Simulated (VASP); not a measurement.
# SiB (Pnma) in VASP: elastic constants with PBE

Aim: the elastic constants of SiB with PBE.

All numbers are computed with VASP 6.6.1; they aren't measurements. Logs are shortened: lines on timing, memory, paths and dates and some standing lists are left out, and cuts for length are marked.

## (1) The crystal as given

The structure is orthorhombic, space group Pnma (No. 62). Conventional cell: a = 5.240 Å, b = 2.977 Å, c = 5.670 Å, α = 90.00°, β = 90.00°, γ = 90.00°. Si (site symmetry m) is surrounded by 4 B at 2.05 to 2.19 Å. B (site symmetry m) has 2 B at 1.77 Å as nearest neighbours.

The cell was built by a generator and needn't be a form met in nature.

## (2) Elastic constants, PBE

POSCAR reads:

```
SiB
1.0
    5.2403000000      0.0000000000      0.0000000000
    0.0000000000      2.9766800000      0.0000000000
    0.0000000000      0.0000000000      5.6696000000
Si B
4 4
Direct
    0.8313440000      0.7500000000      0.0942220000
    0.1686560000      0.2500000000      0.9057780000
    0.6686560000      0.2500000000      0.5942220000
    0.3313440000      0.7500000000      0.4057780000
    0.9303300000      0.7500000000      0.4444810000
    0.0696700000      0.2500000000      0.5555190000
    0.4303300000      0.7500000000      0.0555190000
    0.5696700000      0.2500000000      0.9444810000
```

INCAR.step1 reads:

```
SYSTEM = SiB
ALGO = Fast ; EDIFF = 1E-8
EDIFFG = -0.002 ; ENCUT = 520
GGA = PE ; IBRION = 2
ISIF = 3 ; ISMEAR = 0
KPAR = 4 ; LASPH = .TRUE.
LCHARG = .FALSE. ; LREAL = .FALSE.
LWAVE = .FALSE. ; NELM = 100
NSW = 40 ; PREC = Accurate
SIGMA = 0.1
```

INCAR.step2 reads:

```
SYSTEM = SiB
ALGO = Fast ; EDIFF = 1E-8
ENCUT = 520 ; GGA = PE
IBRION = 6 ; ISIF = 3
ISMEAR = 0 ; KPAR = 4
LASPH = .TRUE. ; LCHARG = .FALSE.
LREAL = .FALSE. ; LWAVE = .FALSE.
NELM = 100 ; NFREE = 2
NSW = 1 ; POTIM = 0.015
PREC = Accurate ; SIGMA = 0.1
```

KPOINTS reads:

```
k-points
0
G
  6 10 6
  0 0 0
```

Potentials or basis: VASP PAW PBE potentials, release 64 (Si, B).

Run with:

```
$ cat potpaw_PBE.64/Si/POTCAR potpaw_PBE.64/B/POTCAR > POTCAR
$ cp INCAR.step1 INCAR
$ mpirun -np 4 vasp_std > vasp.out
$ cp CONTCAR POSCAR
$ cp INCAR.step2 INCAR
$ mpirun -np 4 vasp_std > vasp.out
```

OUTCAR:

```text
SYSTEM = SiB
   EDIFF = 1E-8
   ENCUT = 520
   GGA = PE
   IBRION = 6
   ISIF = 3
   ISMEAR = 0
   LASPH = .TRUE.
   LREAL = .FALSE.
   NELM = 100
   NFREE = 2
   NSW = 1
   POTIM = 0.015
   PREC = Accurate

 ion  position               nearest neighbor table
   1  0.831  0.750  0.094-   5 2.05   7 2.11   8 2.19   8 2.19   2 2.55   2 2.55
   2  0.169  0.250  0.906-   6 2.05   8 2.11   7 2.19   7 2.19   1 2.55   1 2.55
   3  0.669  0.250  0.594-   8 2.05   6 2.11   5 2.19   5 2.19   4 2.55   4 2.55
   4  0.331  0.750  0.406-   7 2.05   5 2.11   6 2.19   6 2.19   3 2.55   3 2.55
   5  0.930  0.750  0.445-   6 1.77   6 1.77   1 2.05   4 2.11   3 2.19   3 2.19
   6  0.070  0.250  0.555-   5 1.77   5 1.77   2 2.05   3 2.11   4 2.19   4 2.19
   7  0.430  0.750  0.055-   8 1.77   8 1.77   4 2.05   1 2.11   2 2.19   2 2.19
   8  0.570  0.250  0.945-   7 1.77   7 1.77   3 2.05   2 2.11   1 2.19   1 2.19

  LATTYP: Found a simple orthorhombic cell.
 ALAT       =     2.9760910209
 B/A-ratio  =     1.7613803043
 C/A-ratio  =     1.9049600105

  Lattice vectors:

 A1 = (   0.0000000000,  -2.9760910209,   0.0000000000)
 A2 = (   5.2420281082,   0.0000000000,   0.0000000000)
 A3 = (   0.0000000000,   0.0000000000,   5.6693343826)

Analysis of symmetry for initial positions (statically):
=====================================================================
 Subroutine PRICEL returns:
 Original cell was already a primitive cell.

 Routine SETGRP: Setting up the symmetry group for a
 simple orthorhombic supercell.

 Subroutine GETGRP returns: Found  8 space group operations
 (whereof  2 operations were pure point group operations)
 out of a pool of  8 trial point group operations.

The static configuration has the point symmetry S_2 .
 The point group associated with its full space group is D_2h.

Analysis of symmetry for dynamics (positions and initial velocities):
=====================================================================
 Subroutine PRICEL returns:
 Original cell was already a primitive cell.

 Routine SETGRP: Setting up the symmetry group for a
 simple orthorhombic supercell.
[... 937 lines left out ...]
  in kB       -1.0973975     -0.9185426      2.0554261      0.0000000      0.0000000     -0.2218025
  external PRESSURE =       0.0131620 kB  Pullay stress =       0.0000000 kB
[... 23 lines left out ...]
  FREE ENERGIE OF THE ION-ELECTRON SYSTEM (eV)
  ---------------------------------------------------
  free  energy   TOTEN  =       -46.0518490133 eV

  energy  without entropy=      -46.0430321728  energy(sigma->0) =      -46.04744059

 INTERNAL STRAIN TENSORS FROM STRAINED CELLS
 ============================================

 INTERNAL STRAIN TENSOR FOR ION    1 for displacements in x,y,z  (eV/Angst):
          X           Y           Z          XY          YZ          ZX
  --------------------------------------------------------------------------------
  x   -10.54009     1.92759     4.47300    -0.00011    -0.00003     1.64794
  y     0.00000    -0.00000     0.00000    -1.66454     0.28072     0.00000
  z    -4.54843    -2.55046    10.94704    -0.00006    -0.00003     3.01009

 INTERNAL STRAIN TENSORS FROM DISPLACED ATOMS
 ============================================

 INTERNAL STRAIN TENSOR FOR ION    1 for displacements in x,y,z  (eV/Angst):
          X           Y           Z          XY          YZ          ZX
  --------------------------------------------------------------------------------
  x   -10.43713     1.94280     4.38601     0.00000     0.00000     1.55669
  y     0.00000     0.00000    -0.00000    -1.72158     0.30750    -0.00000
  z    -4.46288    -2.54336    10.87974     0.00000     0.00000     3.05765

 INTERNAL STRAIN TENSOR FOR ION    8 for displacements in x,y,z  (eV/Angst):
          X           Y           Z          XY          YZ          ZX
  --------------------------------------------------------------------------------
  x    -5.30017    -1.20200     0.57792     0.00000     0.00000    -3.18377
  y    -0.00000     0.00000     0.00000    -5.23292     5.60884     0.00000
  z     4.46984     3.92426    -7.61074     0.00000     0.00000    -0.96695

 Eigenvectors and eigenvalues of the dynamical matrix
 ----------------------------------------------------

   1 f  =   25.561085 THz   160.605034 2PiTHz  852.626022 cm-1   105.712106 meV
             X         Y         Z           dx          dy          dz
      4.358189  2.232068  0.533806    -0.000000   -0.046140   -0.000000
      0.883839  0.744023  5.135528     0.000000    0.046140    0.000000
      3.504853  0.744023  3.368474     0.000000   -0.046140   -0.000000
      1.737175  2.232068  2.300861    -0.000000    0.046140    0.000000
      4.876505  2.232068  2.520054    -0.000000    0.497867   -0.000000
      0.365523  0.744023  3.149281     0.000000   -0.497867   -0.000000
      2.255491  2.232068  0.314614     0.000000   -0.497867   -0.000000
      2.986537  0.744023  5.354721    -0.000000    0.497867    0.000000
[... 243 lines left out ...]
  24 f/i=    0.000516 THz     0.003243 2PiTHz    0.017214 cm-1     0.002134 meV
             X         Y         Z           dx          dy          dz
      4.358189  2.232068  0.533806     0.424874   -0.000000   -0.000033
      0.883839  0.744023  5.135528     0.424874   -0.000000   -0.000033
      3.504853  0.744023  3.368474     0.424874   -0.000000    0.000033
      1.737175  2.232068  2.300861     0.424874   -0.000000    0.000033
      4.876505  2.232068  2.520054     0.263595   -0.000000   -0.000015
      0.365523  0.744023  3.149281     0.263595   -0.000000   -0.000015
      2.255491  2.232068  0.314614     0.263595   -0.000000    0.000015
      2.986537  0.744023  5.354721     0.263595   -0.000000    0.000015

--------------------------------------------------------------------------------------------------------

 ELASTIC MODULI CONTR FROM IONIC RELAXATION (kBar)
 Direction    XX          YY          ZZ          XY          YZ          ZX
 --------------------------------------------------------------------------------
 XX        -731.1925     42.6941    547.1549      0.0000      0.0000     -0.0000
 YY          42.6941   -105.2445     79.7059     -0.0000     -0.0000      0.0000
 ZZ         547.1549     79.7059   -781.9704      0.0000      0.0000     -0.0000
 XY           0.0000     -0.0000      0.0000   -147.8604     -0.0000      0.0000
 YZ           0.0000     -0.0000      0.0000     -0.0000   -102.1433      0.0000
 ZX           0.0000      0.0000     -0.0000      0.0000      0.0000   -165.1389
 --------------------------------------------------------------------------------

 TOTAL ELASTIC MODULI (kBar)
 Direction    XX          YY          ZZ          XY          YZ          ZX
 --------------------------------------------------------------------------------
 XX        3089.7069    457.8189   1210.8088      0.0000      0.0000     -0.0000
 YY         457.8189   3587.3383    321.0179     -0.0000     -0.0000      0.0000
 ZZ        1210.8088    321.0179   2867.7018      0.0000      0.0000     -0.0000
 XY           0.0000     -0.0000      0.0000    -73.5234     -0.0000      0.0000
 YZ           0.0000     -0.0000      0.0000     -0.0000    769.8166      0.0000
 ZX           0.0000      0.0000     -0.0000      0.0000      0.0000    729.2688
 --------------------------------------------------------------------------------
```

OUTCAR.step1:

```text
SYSTEM = SiB
   EDIFF = 1E-8
   EDIFFG = -0.002
   ENCUT = 520
   GGA = PE
   IBRION = 2
   ISIF = 3
   ISMEAR = 0
   LASPH = .TRUE.
   LREAL = .FALSE.
[... 938 lines left out ...]
  -------------------------------------------------------------------------------------
  Total        0.0044577      0.0070499     -0.0059374      0.0000000      0.0000000      0.0000000
  in kB        0.0807500      0.1277073     -0.1075539      0.0000000      0.0000000      0.0000000
  external PRESSURE =       0.0336345 kB  Pullay stress =       0.0000000 kB
[... 23 lines left out ...]
  FREE ENERGIE OF THE ION-ELECTRON SYSTEM (eV)
  ---------------------------------------------------
  free  energy   TOTEN  =       -46.0534333519 eV

  energy  without entropy=      -46.0446135274  energy(sigma->0) =      -46.04902344

 reached required accuracy - stopping structural energy minimisation
```

Run time: 14 min. Hardware: 4 MPI ranks of Intel Xeon Platinum 8259CL at 2.50GHz (Skylake/Cascade Lake), shared host; peak memory 0.57 GiB.

What came out:

* Voigt bulk modulus: 150 GPa
* Highest phonon frequency at Γ, LO-TO splitting left out: 853 cm⁻¹

Phonon frequencies in cm⁻¹ (negative: imaginary):
| q point | frequencies |
| --- | --- |
| (0.000, 0.000, 0.000) | 0 0 0 171 193 196 209 228 293 295 307 310 351 375 509 519 527 574 574 611 751 752 827 853 |

Elastic tensor in Voigt notation (GPa, in the Cartesian axes of the cell as first typed):
```
309  46 121   0   0   0
 46 359  32   0   0   0
121  32 287   0   0   0
  0   0   0  77   0   0
  0   0   0   0  73   0
  0   0   0   0   0  -7
```

Clamped-ion elastic tensor (GPa):
```
382  42  66   0   0   0
 42 369  24   0   0   0
 66  24 365   0   0   0
  0   0   0  87   0   0
  0   0   0   0  89   0
  0   0   0   0   0   7
```

Caveat: the elastic tensor has a negative eigenvalue, so either the cell is unstable as it stands or the mesh is too thin.
